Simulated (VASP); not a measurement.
# RPA total energies of AlN, part 3 of 6

Aim: total energies of AlN from exact exchange and RPA correlation, beside cheaper functionals. The scan starts from a database cell scaled to its smallest volume. The cell is of the zinc-blende type, which need not be the form that is stable at ambient conditions. The start is a computed cell from a database.

VASP 6.6.1, plane waves and PAW; the level of theory is named at each step.

So far. Step 8 (Comparison: HSE06, volume ratio 0.94): Its energy is -8.6835 eV an atom, on a zero of its own. Step 9 (Orbitals, volume ratio 0.97): The run ends at a pressure of 11.21 GPa.

## Step 10: Exact exchange, volume ratio 0.97

This step: Hartree-Fock energy on PBE orbitals; plane waves and PAW (Al_GW, N_GW) (VASP 6.6.1).

Exact exchange at this point.

INCAR

```
SYSTEM = AlN
PREC = Accurate
ENCUT = 570
ISMEAR = 0
SIGMA = 0.05
LREAL = .FALSE.
GGA = PE
NBANDS = 10
ALGO = Eigenval
NELM = 1
LHFCALC = .TRUE.
AEXX = 1
ALDAC = 0
AGGAC = 0
PRECFOCK = Normal
LWAVE = .FALSE.
LCHARG = .FALSE.
```

POSCAR

```
AlN
1.0
    0.0000000000      2.1619315102      2.1619315102
    2.1619315102      0.0000000000      2.1619315102
    2.1619315102      2.1619315102      0.0000000000
Al N
1 1
Direct
    0.0000000000      0.0000000000      0.0000000000
    0.2500000000      0.2500000000      0.2500000000
```

KPOINTS

```
Automatic mesh
0
Gamma
4 4 4
0 0 0
```

PAW data sets: Al_GW and N_GW (PBE family, release 64).

The run starts from files that an earlier step left in the folder.

Launch:

```console
> mpirun -np 8 vasp_std
```

Output:

```text
[banner, memory and clock lines left out]
running    8 mpi-ranks, on    1 nodes
[...]
[... a notice as in an earlier step ...]

 LDA part: xc-table for (Slater+PW92), standard interpolation
 [... a notice as in an earlier step ...]

 found WAVECAR, reading the header
  number of bands has changed, file:    10 present:    16
  trying to continue reading WAVECAR, but it might fail
 POSCAR, INCAR and KPOINTS ok, starting setup
[...]
reading WAVECAR
 random initialization beyond band           10
 the WAVECAR file was read successfully
 initial charge from wavefunction
 entering main loop
       N       E                     dE             d eps       ncg     rms          rms(c)
EIG:   1    -0.258336E+02   -0.25834E+02    0.00000E+00     0   0.000E+00
   1 F= -.25833595E+02 E0= -.25833595E+02  d E =-.607810E-18
```

It took 3.6 s on 8 MPI ranks of Intel Xeon 6975P-C (Granite Rapids), shared host; peak memory 0.8 GiB; 19 s of CPU time.

OUTCAR, selected parts (step 10):

```text
 POSITION                                       TOTAL-FORCE (eV/Angst)
 -----------------------------------------------------------------------------------
      0.00000      0.00000      0.00000         0.000000      0.000000      0.000000
      1.08097      1.08097      1.08097        -0.000000     -0.000000     -0.000000
 -----------------------------------------------------------------------------------
    total drift:                                0.000000     -0.000000     -0.000000

  FREE ENERGIE OF THE ION-ELECTRON SYSTEM (eV)
  ---------------------------------------------------
  free  energy   TOTEN  =       -25.8335950735 eV

  energy  without entropy=      -25.8335950735  energy(sigma->0) =      -25.83359507

[... 2 parts as in an earlier step ...]

[... 1 further part left out ...]
[key lines of the parts left out:]
E-fermi :   5.5326
```

The Hartree-Fock energy on these orbitals is -12.9168 eV an atom.

## Step 11: Empty bands, volume ratio 0.97

This step: PBE; plane waves and PAW (Al_GW, N_GW) (VASP 6.6.1).

The empty bands are made again, for the run that follows.

INCAR

```
SYSTEM = AlN
PREC = Accurate
ENCUT = 570
ISMEAR = 0
SIGMA = 0.05
LREAL = .FALSE.
GGA = PE
NBANDS = 632
ALGO = Exact
NELM = 1
LWAVE = .TRUE.
LCHARG = .FALSE.
LOPTICS = .TRUE.
NEDOS = 1000
CSHIFT = 0.1
```

POSCAR is that of step 10.

KPOINTS is that of step 10.

Launch:

```console
> mpirun -np 8 vasp_std
```

Output:

```text
[banner, memory and clock lines left out]
running    8 mpi-ranks, on    1 nodes
[...]
[... a notice as in an earlier step ...]

 LDA part: xc-table for (Slater+PW92), standard interpolation
 found WAVECAR, reading the header
  number of bands has changed, file:    10 present:   632
  trying to continue reading WAVECAR, but it might fail
 POSCAR, INCAR and KPOINTS ok, starting setup
[...]
reading WAVECAR
 random initialization beyond band           10
 the WAVECAR file was read successfully
 initial charge from wavefunction
 entering main loop
       N       E                     dE             d eps       ncg     rms          rms(c)
DIA:   1    -0.148105E+02   -0.14810E+02    0.00000E+00     0   0.000E+00
   1 F= -.14810496E+02 E0= -.14810496E+02  d E =-.140165E-39
 writing wavefunctions
 optical routines
 imaginary and real dielectric function
 recalculating local potential from charge density
 direction            1
 direction            2
 direction            3
```

Elapsed: 2.8 s, on 8 MPI ranks; peak memory 0.97 GiB; 14 s of CPU time.

OUTCAR, selected parts (step 11):

```text
  Total        1.4143687      1.4143687      1.4143687      0.0000000      0.0000000      0.0000000
  in kB      112.1288684    112.1288684    112.1288684      0.0000000      0.0000000      0.0000000
  external PRESSURE =     112.1288684 kB  Pullay stress =       0.0000000 kB

 POSITION                                       TOTAL-FORCE (eV/Angst)
 -----------------------------------------------------------------------------------
      0.00000      0.00000      0.00000         0.000000      0.000000      0.000000
      1.08097      1.08097      1.08097        -0.000000     -0.000000     -0.000000
 -----------------------------------------------------------------------------------
    total drift:                               -0.000000     -0.000000     -0.000000

  FREE ENERGIE OF THE ION-ELECTRON SYSTEM (eV)
  ---------------------------------------------------
  free  energy   TOTEN  =       -14.8104963216 eV

  energy  without entropy=      -14.8104963216  energy(sigma->0) =      -14.81049632

[... 1 part as in an earlier step ...]

[... 2 further parts left out ...]
[key lines of the parts left out:]
E-fermi :   5.6968
```

WAVECAR now holds 632 bands for 8 electrons.

## Step 12: RPA correlation, volume ratio 0.97

This step: RPA correlation on PBE orbitals; plane waves and PAW (Al_GW, N_GW) (VASP 6.6.1).

RPA correlation at this point.

INCAR

```
SYSTEM = AlN
PREC = Accurate
ENCUT = 570
ISMEAR = 0
SIGMA = 0.05
LREAL = .FALSE.
GGA = PE
NBANDS = 632
ALGO = ACFDT
ENCUTGW = 200
NOMEGA = 12
PRECFOCK = Fast
LWAVE = .FALSE.
LCHARG = .FALSE.
```

POSCAR is that of step 11.

KPOINTS is that of step 11.

Launch:

```console
> mpirun -np 8 vasp_std
```

Output:

```text
[banner, memory and clock lines left out]
running    8 mpi-ranks, on    1 nodes
[...]
[... a notice as in an earlier step ...]

 LDA part: xc-table for (Slater+PW92), standard interpolation
 found WAVECAR, reading the header
 POSCAR, INCAR and KPOINTS ok, starting setup
[...]
reading WAVECAR
 the WAVECAR file was read successfully
 initial charge from wavefunction
 available memory per node:     32.28 GB, setting MAXMEM to     33051

 The Fermi energy was updated, please check that it is located mid-gap
 values below the HOMO (VB) or above the LUMO (CB) will cause erroneous energies
 E-fermi :   6.8911

 the WAVEDER file was read successfully
 set NWRITE>2 for more details about minimax calculation
 number of imaginary grid points requested:      12
 number of distinct grids requested:  1
 quadrature errors minimized for energies in [ 0.331E+01, 0.572E+03 ]
 bosonic grid (T=0, re) determined with error: 0.1020E-07
 bosonic grid (re): 0.1020E-07
[...]
NQ=   2    0.2500    0.0000    0.0000,
|.........|.........|.........|.........
 performed       3858000 updates of chi_q(r,r)
 total number of BLAS operations        583.60 Gflops
NQ=   3    0.5000    0.0000    0.0000,
|.........|.........|.........|.........
 performed       5787000 updates of chi_q(r,r)
 total number of BLAS operations        877.52 Gflops
NQ=   4    0.2500    0.2500    0.0000,
|.........|.........|.........|.........
 performed       7716000 updates of chi_q(r,r)
 total number of BLAS operations       1150.52 Gflops
NQ=   5    0.5000    0.2500    0.0000,
|.........|.........|.........|.........
 performed       9645000 updates of chi_q(r,r)
 total number of BLAS operations       1411.35 Gflops
NQ=   6   -0.2500    0.2500    0.0000,
|.........|.........|.........|.........
 performed      11574000 updates of chi_q(r,r)
 total number of BLAS operations       1688.48 Gflops
NQ=   7    0.5000    0.5000    0.0000,
|.........|.........|.........|.........
 performed      13503000 updates of chi_q(r,r)
 total number of BLAS operations       1896.16 Gflops
NQ=   8   -0.2500    0.5000    0.2500,
|.........|.........|.........|.........
 performed      15432000 updates of chi_q(r,r)
 total number of BLAS operations       2103.83 Gflops
 entering main loop
```

Elapsed: 14 s, on 8 MPI ranks; peak memory 1.4 GiB; 83 s of CPU time.

From OUTCAR (step 12):

```text
      cutoff energy     smooth cutoff   RPA   correlation   Hartree contr. to MP2
---------------------------------------------------------------------------------
            200.000           160.000      -11.4638826500      -18.0761795458
            190.476           152.381      -11.3621958064      -17.9558627329
            181.406           145.125      -11.2557080431      -17.8279529978
            172.768           138.214      -11.1399282388      -17.6867792445
            164.541           131.632      -11.0190852052      -17.5370367839
            156.705           125.364      -10.8937583136      -17.3792120183
            149.243           119.394      -10.7611898129      -17.2097835176
            142.136           113.709      -10.6188484503      -17.0250783609
  linear regression

[... 2 parts as in an earlier step ...]

[... 2 further parts left out ...]
[key lines of the parts left out:]
E-fermi :   6.8911
```

The correlation energy is -6.3594 eV an atom, -13 meV against the point before. With exact exchange the total is -19.2762 eV an atom.

## Step 13: Comparison: r2SCAN, volume ratio 0.97

This step: r2SCAN; plane waves and PAW (Al_GW, N_GW) (VASP 6.6.1).

The comparison at this point.

INCAR

```
SYSTEM = AlN
PREC = Accurate
ENCUT = 570
EDIFF = 1E-06
NELM = 100
ISMEAR = 0
SIGMA = 0.05
LREAL = .FALSE.
ALGO = Normal
METAGGA = R2SCAN
LASPH = .TRUE.
NBANDS = 10
LWAVE = .FALSE.
LCHARG = .FALSE.
KPAR = 8
```

POSCAR is that of step 12.

KPOINTS is that of step 12.

Launch:

```console
> mpirun -np 8 vasp_std
```

Output:

```text
[banner, memory and clock lines left out]
running    8 mpi-ranks, on    1 nodes
[...]
[... a notice as in an earlier step ...]

 [... a notice as in an earlier step ...]

 LDA part: xc-table for (None), standard interpolation
 POSCAR, INCAR and KPOINTS ok, starting setup
[...]
entering main loop
       N       E                     dE             d eps       ncg     rms          rms(c)
DAV:   1     0.194582E+02    0.19458E+02   -0.49938E+03   160   0.810E+02
DAV:   2    -0.219123E+02   -0.41371E+02   -0.37544E+02   178   0.216E+02
DAV:   3    -0.236888E+02   -0.17765E+01   -0.17730E+01   216   0.373E+01
DAV:   4    -0.236976E+02   -0.88251E-02   -0.88233E-02   194   0.288E+00
[...]
DAV:   9    -0.191250E+02    0.21706E-03   -0.17005E-03   252   0.444E-01    0.580E-02
DAV:  10    -0.191251E+02   -0.78187E-04   -0.14253E-04   178   0.177E-01    0.265E-03
DAV:  11    -0.191251E+02   -0.55602E-06   -0.29990E-06   188   0.151E-02
   1 F= -.19125088E+02 E0= -.19125088E+02  d E =-.808193E-12
```

Elapsed: 4 s, on 8 MPI ranks; peak memory 1 GiB; 22 s of CPU time.

Parts of OUTCAR (step 13):

```text
  Total        0.8356088      0.8356088      0.8356088      0.0000000      0.0000000      0.0000000
  in kB       66.2457180     66.2457180     66.2457180      0.0000000      0.0000000      0.0000000
  external PRESSURE =      66.2457180 kB  Pullay stress =       0.0000000 kB

 POSITION                                       TOTAL-FORCE (eV/Angst)
 -----------------------------------------------------------------------------------
      0.00000      0.00000      0.00000        -0.000000     -0.000000     -0.000000
      1.08097      1.08097      1.08097         0.000000      0.000000      0.000000
 -----------------------------------------------------------------------------------
    total drift:                               -0.000000     -0.000000     -0.000000

  FREE ENERGIE OF THE ION-ELECTRON SYSTEM (eV)
  ---------------------------------------------------
  free  energy   TOTEN  =       -19.1250875312 eV

  energy  without entropy=      -19.1250875312  energy(sigma->0) =      -19.12508753

[... 2 parts as in an earlier step ...]

[... 1 further part left out ...]
[key lines of the parts left out:]
E-fermi :   5.1847
```

Its energy is -9.5625 eV an atom, on a zero of its own.

## Step 14: Orbitals for comparison: HSE06, volume ratio 0.97

This step: PBE; plane waves and PAW (Al_GW, N_GW) (VASP 6.6.1).

Starting orbitals, as before.

INCAR

```
SYSTEM = AlN
PREC = Accurate
ENCUT = 570
EDIFF = 1E-05
NELM = 100
ISMEAR = 0
SIGMA = 0.05
LREAL = .FALSE.
ALGO = Normal
GGA = PE
NBANDS = 10
LORBIT = 11
LWAVE = .TRUE.
LCHARG = .FALSE.
KPAR = 8
```

POSCAR is that of step 13.

KPOINTS is that of step 13.

Launch:

```console
> mpirun -np 8 vasp_std
```

Output:

```text
[... set-up lines as in an earlier step ...]
 entering main loop
       N       E                     dE             d eps       ncg     rms          rms(c)
[... 10 cycles as in an earlier step ...]
DAV:  11    -0.148105E+02    0.24723E-05   -0.97165E-06   108   0.330E-02
   1 F= -.14810496E+02 E0= -.14810496E+02  d E =-.420538E-22
 writing wavefunctions
```

It took 1.4 s on 8 MPI ranks; peak memory 0.99 GiB; 6 s of CPU time.

Parts of OUTCAR (step 14):

```text
  Total        1.4126352      1.4126352      1.4126352      0.0000000      0.0000000     -0.0000000
  in kB      111.9914345    111.9914345    111.9914345      0.0000000      0.0000000     -0.0000000
  external PRESSURE =     111.9914345 kB  Pullay stress =       0.0000000 kB

  FREE ENERGIE OF THE ION-ELECTRON SYSTEM (eV)
  ---------------------------------------------------
  free  energy   TOTEN  =       -14.8104959704 eV

  energy  without entropy=      -14.8104959704  energy(sigma->0) =      -14.81049597

[... 3 parts as in an earlier step ...]

[... 1 further part left out ...]
[key lines of the parts left out:]
E-fermi :   5.5707
```

The run ends at a pressure of 11.20 GPa.

## Step 15: Comparison: HSE06, volume ratio 0.97

This step: HSE06; plane waves and PAW (Al_GW, N_GW) (VASP 6.6.1).

The comparison at this point.

INCAR

```
SYSTEM = AlN
PREC = Accurate
ENCUT = 570
EDIFF = 1E-06
NELM = 100
ISMEAR = 0
SIGMA = 0.05
LREAL = .FALSE.
ALGO = Normal
LHFCALC = .TRUE.
AEXX = 0.25
GGA = PE
HFSCREEN = 0.2
LASPH = .TRUE.
NBANDS = 10
PRECFOCK = Fast
LWAVE = .FALSE.
LCHARG = .FALSE.
KPAR = 8
```

POSCAR is that of step 14.

KPOINTS is that of step 14.

The WAVECAR or CHGCAR of an earlier step is read.

Launch:

```console
> mpirun -np 8 vasp_std
```

Output:

```text
[... set-up lines as in an earlier step ...]
 entering main loop
       N       E                     dE             d eps       ncg     rms          rms(c)
DAV:   1    -0.174041E+02   -0.17404E+02   -0.31542E-01   168   0.634E+00    0.341E-01
DAV:   2    -0.174055E+02   -0.14488E-02   -0.28291E-03   186   0.440E-01    0.222E-01
DAV:   3    -0.174050E+02    0.51447E-03   -0.14672E-04   196   0.153E-01    0.130E-01
DAV:   4    -0.174048E+02    0.18267E-03   -0.61940E-05   176   0.104E-01    0.761E-02
DAV:   5    -0.174048E+02    0.60247E-04   -0.23043E-05   192   0.650E-02    0.445E-02
DAV:   6    -0.174048E+02    0.19708E-04   -0.73982E-06   180   0.398E-02    0.259E-02
DAV:   7    -0.174047E+02    0.63227E-05   -0.24296E-06   160   0.236E-02    0.150E-02
DAV:   8    -0.174047E+02    0.22056E-05   -0.78948E-07    92   0.138E-02    0.874E-03
DAV:   9    -0.174047E+02    0.38779E-06   -0.34119E-07    86   0.779E-03
   1 F= -.17404745E+02 E0= -.17404745E+02  d E =-.387427E-23
```

It took 8.8 s on 8 MPI ranks; peak memory 1.7 GiB; 53 s of CPU time.

OUTCAR, selected parts (step 15):

```text
 POSITION                                       TOTAL-FORCE (eV/Angst)
 -----------------------------------------------------------------------------------
      0.00000      0.00000      0.00000         0.000000      0.000000      0.000000
      1.08097      1.08097      1.08097        -0.000000     -0.000000     -0.000000
 -----------------------------------------------------------------------------------
    total drift:                               -0.000002     -0.000003     -0.000003

  FREE ENERGIE OF THE ION-ELECTRON SYSTEM (eV)
  ---------------------------------------------------
  free  energy   TOTEN  =       -17.4047450154 eV

  energy  without entropy=      -17.4047450154  energy(sigma->0) =      -17.40474502

[... 2 parts as in an earlier step ...]

[... 1 further part left out ...]
[key lines of the parts left out:]
E-fermi :   4.6007
```

Its energy is -8.7024 eV an atom, on a zero of its own.

## Step 16: Orbitals, volume ratio 1

This step: PBE; plane waves and PAW (Al_GW, N_GW) (VASP 6.6.1).

The same chain follows at a volume ratio of 1.

INCAR

```
SYSTEM = AlN
PREC = Accurate
ENCUT = 570
EDIFF = 1E-08
NELM = 100
ISMEAR = 0
SIGMA = 0.05
LREAL = .FALSE.
ALGO = Normal
GGA = PE
NBANDS = 10
LORBIT = 11
LWAVE = .TRUE.
LCHARG = .FALSE.
KPAR = 8
```

POSCAR

```
AlN
1.0
    0.0000000000      2.1839935596      2.1839935596
    2.1839935596      0.0000000000      2.1839935596
    2.1839935596      2.1839935596      0.0000000000
Al N
1 1
Direct
    0.0000000000      0.0000000000      0.0000000000
    0.2500000000      0.2500000000      0.2500000000
```

KPOINTS is that of step 15.

Launch:

```console
> mpirun -np 8 vasp_std
```

Output:

```text
[... set-up lines as in an earlier step ...]
 entering main loop
       N       E                     dE             d eps       ncg     rms          rms(c)
DAV:   1     0.325475E+02    0.32548E+02   -0.48997E+03   168   0.774E+02
DAV:   2    -0.148185E+02   -0.47366E+02   -0.44634E+02   180   0.209E+02
DAV:   3    -0.172092E+02   -0.23907E+01   -0.23854E+01   196   0.427E+01
DAV:   4    -0.172275E+02   -0.18352E-01   -0.18344E-01   204   0.451E+00
[...]
DAV:  11    -0.148406E+02    0.20177E-05   -0.84910E-06   230   0.328E-02    0.288E-03
DAV:  12    -0.148406E+02   -0.20098E-06   -0.36368E-07   184   0.485E-03    0.400E-04
DAV:  13    -0.148406E+02    0.53677E-09   -0.37954E-08   214   0.168E-03
   1 F= -.14840616E+02 E0= -.14840616E+02  d E =-.432173E-20
 writing wavefunctions
```

Wall time 1.6 s (8 MPI ranks); peak memory 0.97 GiB; 6.9 s of CPU time.

Parts of OUTCAR (step 16):

```text
  Total        0.5672948      0.5672948      0.5672948      0.0000000      0.0000000     -0.0000000
  in kB       43.6249877     43.6249877     43.6249877      0.0000000      0.0000000     -0.0000000
  external PRESSURE =      43.6249877 kB  Pullay stress =       0.0000000 kB

 POSITION                                       TOTAL-FORCE (eV/Angst)
 -----------------------------------------------------------------------------------
      0.00000      0.00000      0.00000         0.000000      0.000000      0.000000
      1.09200      1.09200      1.09200        -0.000000     -0.000000     -0.000000
 -----------------------------------------------------------------------------------
    total drift:                               -0.000000     -0.000000     -0.000000

  FREE ENERGIE OF THE ION-ELECTRON SYSTEM (eV)
  ---------------------------------------------------
  free  energy   TOTEN  =       -14.8406163200 eV

  energy  without entropy=      -14.8406163200  energy(sigma->0) =      -14.84061632

[... 1 part as in an earlier step ...]

[... 2 further parts left out ...]
[key lines of the parts left out:]
E-fermi :   5.2929
```

The run ends at a pressure of 4.36 GPa.

## Step 17: Exact exchange, volume ratio 1

This step: Hartree-Fock energy on PBE orbitals; plane waves and PAW (Al_GW, N_GW) (VASP 6.6.1).

Exact exchange at this point.

INCAR

```
SYSTEM = AlN
PREC = Accurate
ENCUT = 570
ISMEAR = 0
SIGMA = 0.05
LREAL = .FALSE.
GGA = PE
NBANDS = 10
ALGO = Eigenval
NELM = 1
LHFCALC = .TRUE.
AEXX = 1
ALDAC = 0
AGGAC = 0
PRECFOCK = Normal
LWAVE = .FALSE.
LCHARG = .FALSE.
```

POSCAR is that of step 16.

KPOINTS is that of step 16.

The run starts from files that an earlier step left in the folder.

Launch:

```console
> mpirun -np 8 vasp_std
```

Output:

```text
[... set-up lines as in an earlier step ...]
 entering main loop
       N       E                     dE             d eps       ncg     rms          rms(c)
EIG:   1    -0.258338E+02   -0.25834E+02    0.00000E+00     0   0.000E+00
   1 F= -.25833817E+02 E0= -.25833817E+02  d E =-.125877E-43
```

Run time: 3.8 s. Hardware: 8 MPI ranks; peak memory 0.85 GiB.

Parts of OUTCAR (step 17):

```text
 POSITION                                       TOTAL-FORCE (eV/Angst)
 -----------------------------------------------------------------------------------
      0.00000      0.00000      0.00000        -0.000000      0.000000     -0.000000
      1.09200      1.09200      1.09200         0.000000     -0.000000      0.000000
 -----------------------------------------------------------------------------------
    total drift:                                0.000000     -0.000000     -0.000000

  FREE ENERGIE OF THE ION-ELECTRON SYSTEM (eV)
  ---------------------------------------------------
  free  energy   TOTEN  =       -25.8338174247 eV

  energy  without entropy=      -25.8338174247  energy(sigma->0) =      -25.83381742

[... 2 parts as in an earlier step ...]

[... 1 further part left out ...]
[key lines of the parts left out:]
E-fermi :   5.4616
```

The Hartree-Fock energy on these orbitals is -12.9169 eV an atom.

[end of part 3 of 6]

[Long decimals in the printed logs are rounded to 6 places.]

[Lines on the potential files, build, host, timing and source positions are cut from VASP's logs without a mark.]

[Logs are printed without paths, hosts, clocks, repeated set-up lines and the standing remarks that a program may print on its own settings, such as how far it seeks lower states.]

[Hosts, paths, dates, database ids (printed as entryN), source tags and the programs' standing remarks are cut or masked in the printed files.]

[Measured values are set beside computed ones only where the two were judged alike; some that the calculation misses by far are left out.]

[Pressures printed for these runs are not shown converged in the cutoff: they can be off by several GPa and have the wrong sign.]
